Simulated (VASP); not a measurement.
A run of VASP 6.6.1 is set up as follows.

Contents of INCAR:

```
SYSTEM = HfO2
PREC     = Accurate       ! precision mode
ENCUT    = 600            ! plane-wave cutoff, eV
EDIFF    = 1E-8           ! SCF threshold, eV
ISMEAR   = 0              ! smearing method
SIGMA    = 0.02           ! smearing width, eV
LREAL    = .FALSE.        ! projectors in reciprocal space
LASPH    = .TRUE.         ! aspherical terms in the spheres
NELM     = 80             ! most SCF steps
ALGO     = Normal         ! electronic algorithm
ISIF     = 2              ! what is computed and relaxed
LWAVE    = .FALSE.        ! write WAVECAR
LCHARG   = .FALSE.        ! write CHGCAR
GGA      = CA             ! functional
LEPSILON = .TRUE.         ! dielectric tensor by DFPT
IBRION   = 8              ! ionic algorithm
NSW      = 1              ! ionic steps
```

Contents of KPOINTS:

```
Automatic mesh
0
G
  8 8 8
  0 0 0
```

The input POSCAR:

```
HfO2
1.0
    0.0000000000      2.5160796100      2.5160796100
    2.5160796100      0.0000000000      2.5160796100
    2.5160796100      2.5160796100      0.0000000000
Hf O
1 2
Direct
    0.0000000000      0.0000000000      0.0000000000
    0.7500000000      0.7500000000      0.7500000000
    0.2500000000      0.2500000000      0.2500000000
```

Potentials or basis: VASP PAW LDA potentials, release 64 (Hf_pv, O).

The run is started by

```console
$ cat potpaw_LDA.64/Hf_pv/POTCAR potpaw_LDA.64/O/POTCAR > POTCAR
$ mpirun -np 1 vasp_std > vasp.out
```

Problem. Estimate the electronic dielectric tensor (diagonal).

Solution. 5.35.

Problem. Estimate the Born charges (mean of the diagonal).

Solution. Hf +5.54; O -2.77 e.

Problem. What does it give for the band gap on the k mesh?

Solution. 3.65 eV, direct.

Problem. What does it give for the highest phonon frequency at Γ, LO-TO splitting left out?

Solution. 578 cm⁻¹.

Born effective charge tensors (e):
atom 1, Hf
```
5.54 0.00 0.00
0.00 5.54 0.00
0.00 0.00 5.54
```
atom 2, O
```
-2.77  0.00  0.00
 0.00 -2.77  0.00
 0.00  0.00 -2.77
```
atom 3, O
```
-2.77  0.00  0.00
 0.00 -2.77  0.00
 0.00  0.00 -2.77
```

Caveat: spin-orbit coupling is left out, which moves the levels of the heavy elements. As with any semilocal functional, this LDA gap is likely too small.
